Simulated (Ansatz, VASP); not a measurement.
## Al (Al(100) film of 2 layers) in two plane-wave programs

One calculation is typed for both programs; each brings its own data sets. How far apart do they land? Of the first pair: The structure shown is the start of the Ansatz relaxation below; VASP solves that cell, so the two are compared at the walk's first step.

Program: Ansatz 0.2.0. Level of theory: plane waves, with VASP 6.6.1 beside it; single point at PBE. Results are calculated unless marked as measured.

### Step 1. The structure

The cell holds 2 atoms: 2 Al. Cell: a = 2.864 Å, b = 2.864 Å, c = 27.850 Å, α = 90.0°, β = 90.0°, γ = 90.0°. It derives from Al. Vacuum lies along c. The height across the vacuum is the one that the program set for its solve, not the one typed.

### Step 2. Ansatz: relaxation, PBE

Ansatz runs on its default PAW (the set named soft_2) files.

The two programs are compared at the cell with which this relaxation starts, whose forces are those of its first step.

File input.yaml:

```yaml
crystal:
  lattice:
    - [2.86378, 0.0, 0.0]
    - [0.0, 2.86378, 0.0]
    - [0.0, 0.0, 13.025]
  atoms:
    - { symbol: Al, position: [0.0, 0.0, 0.42226488] }
    - { symbol: Al, position: [0.5, 0.5, 0.57773512] }
  periodic: [true, true, false]
kpoints:
  mp_grid: { grid: [10, 10, 1] }
hamiltonian:
  xc: pbe
scf:
  occupations: { method: gaussian, width: 0.1 }
output:
  forces: true
  stress: true
  eigenvalues: true
  write_density: true
  write_potential: true
  elf: true
  volumetric_format: npy
relax:
  adjacent_minimum: "off"
  f_tol: 0.005
  max_steps: 80
  cell: { stress_2d_tol: 0.02 }
```

Launch:

```
ansatz run input.yaml --threads 4 --pin off --max-ram 16384MiB --backend cpu --events-out ev --progress --plain --runs-dir out
```

Numbers of over 12 decimals in the logs are rounded to 6 here.

Output:

```text
Warning: crystal.periodic: the lattice vector that does not repeat stood 0.000° off the slab's normal, 13.025 Å along it as the deck builds it. The run solves the slab on a vector along the normal, 27.850 Å long, with every atom where it was (on the deck's vector they left 11.00 Å outside them, and the widest stretch free of ions among them is 2.02 Å). A fractional position that the run reports is one of the run's ce [...]
crystal.periodic: the lattice vector that does not repeat stood 0.000° off the slab's normal, 13.025 Å along it as the deck builds it. The run solves the slab on a vector along the normal, 27.850 Å long, with every atom where it was (on the deck's vector they left 11.00 Å outside them, and the widest stretch free of ions among them is 2.02 Å). A fractional position that the run reports is one of the run's cell, which [...]
Engine: ansatz 0.2.0, aarch64-unknown-linux-gnu
Pseudopotentials: kind: paw
Pseudopotential: Al, paw, valence charge 3, recommended cutoff 420 eV (normal), Al.paw.azcp
Functional definition: PBE
  parameter kappa = 0.804
  parameter beta = 0.066725
  exchange = pbe_x(kappa = kappa, mu = beta*pi^2/3)
  correlation = pbe_c(beta = beta)
Crystal: 2 atoms, lattice volume = 228.404 Å³
Basis set: ecut = 420 eV, 4465 PW (Γ), exchange–correlation on 40×40×384 points (8 copies of the dense FFT grid, shifted against one another)
Bands: 7, of which v1, the nominal top of the filled ones, is band 3 counted from 1 (2 counted from 0)
Symmetry: 16 space group operations
Space group: P4/nmm (ITA 129), of the structure as read, at distance tolerance 6.1e-5 Å
k-points: 21 of 100
Non-local potential: Al, projectors of the file, l = 0: 2, l = 1: 2, l = 2: 1
PAW form: soft (Blöchl's): semilocal exchange-correlation on the pseudo side does not see the compensation charge
PAW one-centre angular grid: Al, 110 points (default); XC on 64 Gauss nodes
Initial density: superposition of atomic densities (neutral atoms: chi_scale 0, normalization atom), corrected by the library's trained network
Initial wavefunctions: pseudopotential atomic-orbital guess
Functional: x = pbe(κ = 0.804, μ = 0.219515), c = pbe(β = 0.066725)
SCF iter   1: F=—  HF=-1073.981427 eV  |F-HF|=—  |Δ(HF+E_count)|=         —  Δρ=1.23e-3  dr2=1.38e-2  ethr=1.77e-3  ⟨swp⟩=9.4  Hψ=1941  notcnv=0
preconditioner: auto → LDOS  [metal: Δε(μ)=0.092 eV  Ē_g=7.021 eV  σ=0.100 eV  W_gap=0.43  n_scr=12 (ndim 8)  ℏωp=6.0 eV  f_vac=0.708  D(μ)=1.36/eV (n_scr^D=8)  β→1.0]
SCF iter   2: F=—  HF=-1073.979169 eV  |F-HF|=—  |Δ(HF+E_count)|=   2.26e-3  Δρ=6.93e-4  dr2=2.48e-3  ethr=2.29e-4  ⟨swp⟩=2.4  Hψ=393  notcnv=0
SCF iter   3: F=—  HF=-1073.979331 eV  |F-HF|=—  |Δ(HF+E_count)|=   1.63e-4  Δρ=1.54e-4  dr2=2.40e-4  ethr=4.14e-5  ⟨swp⟩=2.8  Hψ=249  notcnv=0
SCF iter   4: F=—  HF=-1073.979340 eV  |F-HF|=—  |Δ(HF+E_count)|=   8.58e-6  Δρ=2.79e-5  dr2=3.71e-6  ethr=4.00e-6  ⟨swp⟩=2.6  Hψ=213  notcnv=0
SCF iter   5: F=—  HF=-1073.979489 eV  |F-HF|=—  |Δ(HF+E_count)|=   1.50e-4  Δρ=6.51e-6  dr2=3.42e-7  ethr=6.19e-8  ⟨swp⟩=2.9  Hψ=267  notcnv=0
[...]
SCF 5 converged in 7 iterations: F = -1074.083966 eV  dr2 = 2.86e-13
  greatest PAW one-centre occupation: 0.475 electrons in one spin orbital (limit 2), on the Al atom at site 1 (counted from 0), in its partial waves of l = 0
relax step   5: F+E_penalty+E_count = -1074.08396583 eV  Δ(F+E_penalty+E_count) = -1.550e-2 eV  max|allowed force component| = 5.451e-2 eV/Å  Δτ_max = 0.0469 Å  P = -0.119 N/m  Ω = 204.504 Å³  energy of the carried Pulay correction = +1.472e-3 eV  fix = [c, alpha, beta]  reactions: c +0.000 N/m  (7 SCF iters, dr2 threshold 2.00e-7 eV, accepted)
[...]
relax step   6: F+E_penalty+E_count = -1074.08439908 eV  Δ(F+E_penalty+E_count) = -4.333e-4 eV  max|allowed force component| = 7.688e-4 eV/Å  Δτ_max = 0.0068 Å  P = -0.068 N/m  Ω = 204.341 Å³  energy of the carried Pulay correction = +1.482e-3 eV  fix = [c, alpha, beta]  reactions: c +0.000 N/m  (6 SCF iters, dr2 threshold 1.86e-7 eV, accepted)
[...]
relax step   7: F+E_penalty+E_count = -1074.08443329 eV  Δ(F+E_penalty+E_count) = -3.421e-5 eV  max|allowed force component| = 1.495e-3 eV/Å  Δτ_max = 0.0001 Å  P = +0.008 N/m  Ω = 204.082 Å³  energy of the carried Pulay correction = +1.499e-3 eV  fix = [c, alpha, beta]  reactions: c +0.000 N/m  (6 SCF iters, dr2 threshold 7.94e-9 eV, accepted)
[...]
relax step   8: F+E_penalty+E_count = -1074.08374727 eV  Δ(F+E_penalty+E_count) = +6.860e-4 eV  max|allowed force component| = 1.169e-3 eV/Å  Δτ_max = 0.0000 Å  P = -0.017 N/m  Ω = 204.082 Å³  fix = [c, alpha, beta]  reactions: c +0.000 N/m  stress off target by 1.71e-2 N/m on what of the cell is left free  SCF on the basis re-selected at this cell (its energy is not comparable with the rows above)  (6 SCF iters)
basis re-selected at this cell: Δ(F+E_penalty+E_count) = +6.860e-4 eV, ΔP = -0.025 N/m vs the last step (what re-selecting the basis moved, of the pressure what is left beyond the Pulay correction that the steps carried, after the strain that the cell walked since its last selection, with what the two solves' SCF thresholds leave and, on support functions, any second-order correction that the steps lacked; it is no m [...]
SCF converged after 6 iterations
Free energy (F): -1074.083747 eV
Harris-Foulkes:  -1074.083747 eV  (|F-HF|=1.27e-11)
Internal energy: -1074.081245 eV  (E = F + TS)
E sigma→0 (E₀):  -1074.082496 eV
Entropy (-TS):   -0.002503 eV (-1.251 meV/atom)
Fermi energy:    -4.504798 eV
--- Per-component energies (eV) ---
  E_band       = -49.436445
  E_kinetic    = 42.267296
  E_local      = -2435.598285  (includes V_loc(G=0)·N_el)
  E_nonlocal   = 21.574608
  E_hartree    = 1192.404592
  E_xc         = -77.403637
  E_vxc        = -55.095407  (∫ρ·V_xc dr)
  E_paw        = -934.728393  (= ΣΔE_a)
  E_vpaw       = -7.393806  (= ΣTr[D̂ρ^β])
  E_aug_tail   = -0.000004  (compensation charges beyond the density's cutoff)
  E_ewald      = 1117.402578
  E_smearing   = -0.002503  (= −TS)
  E_closure    = 0.000000  (closes the sum)
  Σ components = -1074.083747   (vs F -1074.083747, Δ=0.00e0)
--- Forces (eV/Å), atoms counted from 1 ---
  atom   1  Al     0.00000000     0.00000000     0.00116864
  atom   2  Al     0.00000000     0.00000000    -0.00116864
  max |Σ_I F_I| component: 0.00e0 eV/Å
--- 2D stress c σ (N/m, compression-positive) ---
       -0.017121       0.000000       0.000000
        0.000000      -0.017121       0.000000
        0.000000       0.000000       0.000000
  P = ½ c Tr σ = -0.0171 N/m
--- Band table (eV; the first three rows and the last of 21) ---
  k-point 0: bands = ["-14.3170", "-10.7006", "-6.5118", "-2.1843", "-0.4496 (-0.4576°)", "0.1973", "0.7824"]
  k-point 1: bands = ["-14.1166", "-10.5013", "-6.3222", "-1.9963", "-0.2465 (-0.2544°)", "0.3858", "0.8709"]
  k-point 2: bands = ["-13.5171", "-9.9060", "-5.7553", "-2.1894", "-1.2819", "0.3618", "1.0143"]
  k-point 20: bands = ["-5.4099", "-5.4099", "-3.6156", "-3.6156", "-2.1365", "-2.1365", "-0.0078"]
  ° read free of the cell's end (the report's vacuum.weakly_bound_levels)
--- Relaxed structure (7 steps of the walk, 7 accepted, 1 SCFs on fresh bases) ---
  F+E_penalty+E_count = -1074.08374727 eV   max|allowed force component| = 1.169e-3 eV/Å   (the final SCF, on the basis selected at the relaxed cell)
  cell:  # Å, volume = 204.0815 Å³
    - [2.707006, 0, 0.0]
    - [0, 2.707006, 0.0]
    - [0.0, 0.0, 27.850000]
  atoms:
    - { symbol: Al, position: [0.0, 0.0, 0.194723] }
    - { symbol: Al, position: [0.5, 0.5, 0.272961] }
```

### Step 3. VASP: single point, PBE, start cell, pair 1

The same cell, functional, mesh and smearing now go to VASP, with its own data sets.

Lines of VASP's logs that name or quote its potential files are left out, and so is its time.

File INCAR:

```
SYSTEM = Al
PREC = Accurate
ENCUT = 400
EDIFF = 1E-06
NELM = 120
ISMEAR = 0
SIGMA = 0.1
LREAL = .FALSE.
ALGO = Normal
GGA = PE
NBANDS = 9
LORBIT = 11
LWAVE = .FALSE.
LCHARG = .FALSE.
ISIF = 2
LDIPOL = .TRUE.
IDIPOL = 3
DIPOL = 0.5 0.5 0.234
LVHAR = .TRUE.
LASPH = .TRUE.
GGA_COMPAT = .FALSE.
NELMDL = -8
```

File POSCAR:

```
Al
1.0
    2.8637800000      0.0000000000      0.0000000000
    0.0000000000      2.8637800000      0.0000000000
    0.0000000000      0.0000000000     27.8500000000
Al
2
Direct
    0.0000000000      1.0000000000      0.1974865350
    0.5000000000      0.5000000000      0.2701974865
```

File KPOINTS:

```
Automatic mesh
0
Gamma
10 10 1
0 0 0
```

PAW data sets: Al (PBE family, release 64).

Launch:

```
mpirun -np 1 vasp_std
```

Output:

```text
[banner, memory and clock lines left out]
running    1 mpi-ranks, on    1 nodes
 distrk:  each k-point on    1 cores,    1 groups
 distr:  one band on    1 cores,    1 groups

 POSCAR found type information on POSCAR Al
 POSCAR found :  1 types and       2 ions
 LDA part: xc-table for (Slater+PW92), standard interpolation
 POSCAR, INCAR and KPOINTS ok, starting setup
 FFT: planning ... GRIDC
 FFT: planning ... GRID_SOFT
 FFT: planning ... GRID
 WAVECAR not read
 entering main loop
       N       E                     dE             d eps       ncg     rms          rms(c)
DAV:   1     0.149224959207E+02    0.14922E+02   -0.17385E+03   378   0.349E+02
DAV:   2    -0.646244994891E+01   -0.21385E+02   -0.19113E+02   591   0.549E+01
DAV:   3    -0.684402782353E+01   -0.38158E+00   -0.38119E+00   484   0.986E+00
DAV:   4    -0.685170680594E+01   -0.76790E-02   -0.76783E-02   599   0.173E+00
DAV:   5    -0.685182897469E+01   -0.12217E-03   -0.12217E-03   542   0.213E-01
DAV:   6    -0.685183996379E+01   -0.10989E-04   -0.10989E-04   653   0.488E-02
DAV:   7    -0.685184048010E+01   -0.51630E-06   -0.51616E-06   538   0.840E-03
DAV:   8    -0.685184055872E+01   -0.78626E-07   -0.78542E-07   534   0.259E-03    0.196E+00
DAV:   9    -0.654422110974E+01    0.30762E+00   -0.67089E-01   447   0.223E+00    0.103E+00
DAV:  10    -0.647214510795E+01    0.72076E-01   -0.28752E-01   444   0.167E+00    0.337E-01
DAV:  11    -0.646755426847E+01    0.45908E-02   -0.16639E-02   481   0.696E-01    0.125E-01
DAV:  12    -0.646627860645E+01    0.12757E-02   -0.12615E-03   496   0.163E-01    0.844E-02
DAV:  13    -0.646500220228E+01    0.12764E-02   -0.17562E-03   442   0.130E-01    0.416E-02
DAV:  14    -0.646544594200E+01   -0.44374E-03   -0.97823E-05   445   0.462E-02    0.272E-02
DAV:  15    -0.646576333095E+01   -0.31739E-03   -0.38471E-04   416   0.595E-02    0.126E-02
DAV:  16    -0.646607658605E+01   -0.31326E-03   -0.24824E-05   491   0.188E-02    0.997E-03
DAV:  17    -0.646619215705E+01   -0.11557E-03   -0.30598E-05   459   0.133E-02    0.406E-03
DAV:  18    -0.646627228956E+01   -0.80133E-04   -0.80812E-06   397   0.649E-03    0.289E-03
DAV:  19    -0.646630937829E+01   -0.37089E-04   -0.33854E-06   451   0.461E-03    0.132E-03
DAV:  20    -0.646633924740E+01   -0.29869E-04   -0.30254E-06   433   0.320E-03    0.118E-03
DAV:  21    -0.646634185506E+01   -0.26077E-05   -0.10456E-07   465   0.973E-04    0.232E-04
DAV:  22    -0.646634495007E+01   -0.30950E-05   -0.10162E-07   396   0.707E-04    0.141E-04
DAV:  23    -0.646634524997E+01   -0.29990E-06   -0.51097E-09   445   0.237E-04
   1 F= -.64663452E+01 E0= -.64626916E+01  d E =-.730736E-02
```

Parts of OUTCAR (step 3):

```text
ion  position               nearest neighbor table
   1  0.000  0.000  0.197-   2 2.86   2 2.86   2 2.86   2 2.86
   2  0.500  0.500  0.270-   1 2.86   1 2.86   1 2.86   1 2.86

  LATTYP: Found a simple tetragonal cell.
 ALAT       =     2.8637800000
 C/A-ratio  =     9.7249090363

 Subroutine GETGRP returns: Found 16 space group operations
 (whereof  8 operations were pure point group operations)

The static configuration has the point symmetry C_4v.
 The point group associated with its full space group is D_4h.

 Found     21 irreducible k-points:

   k-points           NKPTS =     21   k-points in BZ     NKDIM =     21   number of bands    NBANDS=      9

   dimension x,y,z NGX =    20 NGY =   20 NGZ =  192
   dimension x,y,z NGXF=    40 NGYF=   40 NGZF=  384

   ENCUT  =  400.0 eV  29.40 Ry    5.42 a.u.   4.67  4.67 45.42*2*pi/ulx,y,z

   NELECT =       6.0000    total number of electrons

 k-points in reciprocal lattice and weights: Automatic mesh
   0.00000000  0.00000000  0.00000000       0.010
   0.10000000  0.00000000  0.00000000       0.040
   0.20000000  0.00000000  0.00000000       0.040
   0.30000000  0.00000000  0.00000000       0.040
   0.40000000  0.00000000  0.00000000       0.040
   0.50000000  0.00000000  0.00000000       0.020
   0.10000000  0.10000000  0.00000000       0.040
   0.20000000  0.10000000  0.00000000       0.080
   0.30000000  0.10000000  0.00000000       0.080
[...]
0.50000000  0.40000000  0.00000000       0.040
   0.50000000  0.50000000  0.00000000       0.010

 dipolmoment           0.000000      0.000000      0.000003 electrons x Angstroem

 average (electrostatic) potential at core
       1 -83.1479       2 -83.1479

 E-fermi :  -2.5257

 k-point     1 :       0.0000    0.0000    0.0000
  band No.  band energies     occupation
      1     -11.9666      2.00000
      2      -8.0063      2.00000
      3      -3.9736      2.00000
      4       0.1753      0.00000
      5       1.4766      0.00000
      6       1.9595      0.00000
      7       2.0264      0.00000
      8       2.8484      0.00000
    ...

 k-point     2 :       0.1000    0.0000    0.0000
  band No.  band energies     occupation
      1     -11.7876      2.00000
      2      -7.8292      2.00000
      3      -3.8058      2.00000
      4       0.3398      0.00000
      5       1.6582      0.00000
      6       1.7459      0.00000
      7       2.1424      0.00000
      8       2.2196      0.00000
    ...

 k-point     3 :       0.2000    0.0000    0.0000
  band No.  band energies     occupation
      1     -11.2517      2.00000
      2      -7.2998      2.00000
      3      -3.3063      2.00000
      4      -0.9818      0.00000
      5       0.9183      0.00000
      6       2.1998      0.00000
      7       2.6891      0.00000
      8       2.7570      0.00000
    ...

  Total       -1.6032552     -1.6032552     -0.1851056      0.0000000      0.0000000      0.0000000
  in kB      -11.2462759    -11.2462759     -1.2984509      0.0000000      0.0000000      0.0000000
  external PRESSURE =      -7.9303343 kB  Pullay stress =       0.0000000 kB

  energy-cutoff  :      400.00
  volume of cell :      228.40
      direct lattice vectors                 reciprocal lattice vectors
     2.863780000  0.000000000  0.000000000     0.349188834  0.000000000  0.000000000
     0.000000000  2.863780000  0.000000000     0.000000000  0.349188834  0.000000000
     0.000000000  0.000000000 27.850000000     0.000000000  0.000000000  0.035906643

 POSITION                                       TOTAL-FORCE (eV/Angst)
 -----------------------------------------------------------------------------------
      0.00000      0.00000      5.50000         0.000000      0.000000      0.089615
      1.43189      1.43189      7.52500        -0.000000      0.000000     -0.089615
 -----------------------------------------------------------------------------------
    total drift:                               -0.000000      0.000000      0.000025

  FREE ENERGIE OF THE ION-ELECTRON SYSTEM (eV)
  ---------------------------------------------------
  free  energy   TOTEN  =        -6.4663452500 eV

  energy  without entropy=       -6.4590378869  energy(sigma->0) =       -6.46269157

 vacuum level on the upper side and lower side of the slab         1.833         1.833

 total charge
# of ion       s       p       d       tot
------------------------------------------
    1        0.461   0.297   0.000   0.758
    2        0.461   0.297   0.000   0.758
--------------------------------------------------
tot          0.922   0.593   0.000   1.515

[... 3 further parts left out ...]
```

The run ends at a pressure of -0.79 GPa, with forces up to 0.090 eV/Å.

### Step 4. Differences

Known differences besides the potentials themselves: Ansatz cuts the interaction across the vacuum, VASP repeats the sheet with a dipole correction; the cutoff is 420 eV in Ansatz and 400 eV in VASP. Total energies have different zeros and are not compared.

Forces (eV/Å; atoms numbered as in POSCAR):

```tsv
atom	Ansatz x, y, z	VASP x, y, z
Al1	0.000, 0.000, 0.090	0.000, 0.000, 0.090
Al2	0.000, 0.000, -0.090	0.000, 0.000, -0.090
```

The forces differ by 0.3 meV/Å r.m.s., which is 0.7 % of the r.m.s. force of 0.052 eV/Å (both taken over all components). With vacuum in the cell, a pressure given here is an average over mostly empty space and none of the material.

### Step 5. Ansatz: relaxation, PBE

This run makes the geometry at which the two programs are then compared.

The structure compared here is the end of the Ansatz relaxation.

input.yaml is that of step 2.

Launch:

```
ansatz run input.yaml --threads 4 --pin off --max-ram 16384MiB --backend cpu --events-out ev --progress --plain --runs-dir out
```

Output:

```text
[...]
Crystal: 2 atoms, lattice volume = 228.404 Å³
Basis set: ecut = 420 eV, 4465 PW (Γ), exchange–correlation on 40×40×384 points (8 copies of the dense FFT grid, shifted against one another)
Bands: 7, of which v1, the nominal top of the filled ones, is band 3 counted from 1 (2 counted from 0)
Symmetry: 16 space group operations
[...]
--- Band table (eV; the first three rows and the last of 21) ---
[...]
° read free of the cell's end (the report's vacuum.weakly_bound_levels)
--- Relaxed structure (7 steps of the walk, 7 accepted, 1 SCFs on fresh bases) ---
[...]
cell:  # Å, volume = 204.0815 Å³
    - [2.707006, 0, 0.0]
    - [0, 2.707006, 0.0]
    - [0.0, 0.0, 27.850000]
  atoms:
    - { symbol: Al, position: [0.0, 0.0, 0.194723] }
    - { symbol: Al, position: [0.5, 0.5, 0.272961] }
[key lines of the parts left out:]
SCF converged after 6 iterations
Free energy (F): -1074.083747 eV
Fermi energy:    -4.504798 eV
P = ½ c Tr σ = -0.0171 N/m
```

### Step 6. VASP: single point, PBE, relaxed cell, pair 2

The same cell, functional, mesh and smearing now go to VASP, with its own data sets.

INCAR is that of step 3.

File POSCAR:

```
Al
1.0
    2.7070062190      0.0000000000      0.0000000000
    0.0000000000      2.7070062190      0.0000000000
    0.0000000000      0.0000000000     27.8499997520
Al
2
Direct
    0.0000000000      1.0000000000      0.1947234668
    0.5000000000      0.5000000000      0.2729605589
```

KPOINTS is that of step 3.

Launch:

```
mpirun -np 1 vasp_std
```

Output:

```text
[... set-up lines as in an earlier step ...]
 entering main loop
       N       E                     dE             d eps       ncg     rms          rms(c)
DAV:   1     0.137108006116E+02    0.13711E+02   -0.17411E+03   378   0.345E+02
DAV:   2    -0.662171300454E+01   -0.20333E+02   -0.18137E+02   587   0.562E+01
DAV:   3    -0.694277844861E+01   -0.32107E+00   -0.31892E+00   505   0.953E+00
DAV:   4    -0.695076317863E+01   -0.79847E-02   -0.79839E-02   626   0.172E+00
[...]
DAV:  21    -0.657144704835E+01   -0.10765E-04   -0.90159E-07   433   0.198E-03    0.324E-04
DAV:  22    -0.657144918051E+01   -0.21322E-05   -0.62197E-08   459   0.743E-04    0.134E-04
DAV:  23    -0.657144980722E+01   -0.62671E-06   -0.19974E-08   367   0.404E-04
   1 F= -.65714498E+01 E0= -.65701881E+01  d E =-.252335E-02
```

[end of part 1 of 2]

[Lines on the potential files, build, host, timing and source positions are cut from VASP's logs without a mark.]

[Logs are printed without paths, hosts, clocks, repeated set-up lines and the standing remarks that a program may print on its own settings, such as how far it seeks lower states.]

[Hosts, paths, dates, database ids (printed as entryN), source tags and the programs' standing remarks are cut or masked in the printed files.]
